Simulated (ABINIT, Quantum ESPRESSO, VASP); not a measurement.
**One structure in several programs: F2 (C2/c, 4 atoms in the cell)**

Self-consistent single point, at a second geometry (lattice scaled by 0.98). First geometry:

```xyz
4
Lattice="2.5563 -1.5840 0.0000 2.5563 1.5840 0.0000 -0.5621 0.0000 6.5977" Properties=species:S:1:pos:R:3 pbc="T T T"
F      3.5269     0.5061     3.9452
F      1.0236    -0.5061     2.6525
F      0.7426     0.5061     5.9514
F      3.8079    -0.5061     0.6463
```

Shared settings, as Quantum ESPRESSO writes them: occupations = fixed; K_POINTS = automatic 10 10 4 0 0 0. Potentials and cutoffs stand in the table.

```csv
code,model,ΔF from the first geometry (meV/atom),pressure (GPa),largest force (eV/Å),gap on the mesh (eV),cutoff
Quantum ESPRESSO,"PBEsol, GBRV 1.5 ultrasoft (PBESOL) pseudopotentials",13.5,4.14,0.929,2.905,40 Ry
VASP,"PBEsol, VASP's PBE PAW potentials (set 64)",15.8,-10.71,1.162,2.888,400 eV
ABINIT,"PBEsol, norm-conserving pseudopotentials (PseudoDojo nc-sr-04 PBEsol standard)",10.5,4.11,0.715,2.756,42 Ha
```

For Quantum ESPRESSO (by 0.7 GPa) and VASP (by 15.7 GPa) the energy change implies a higher mean pressure, against the two pressures, than for the other programs: a sign of finite-basis (Pulay) stress.

Gaps are read on the mesh.

The spread over the programs that give each value: ΔF from the first geometry within 5.3 meV/atom; pressure within 14.85 GPa; largest force within 0.447 eV/Å; gap on the mesh within 0.149 eV.

In the pressure, VASP (by 14.82) lies more than 1 GPa from the median of the plane-wave programs. In the gap, ABINIT (by 0.132) lies more than 0.12 eV from the median of the plane-wave programs.

VASP's run is marked for a possible Pulay error in its stress at this cutoff; no cutoff test was made.

VASP ran the fixed occupations as a Gaussian smearing of 0.01 eV.

The starting cell comes from a database of computed structures (which also holds hypothetical and non-ambient phases and stackings), without a prior relaxation at this level. For this run, on top of that: lattice scaled by 0.98.

Left out of this page: Ansatz, GPAW, CP2K, FLEUR and SIESTA (not drawn, or without a comparable value).
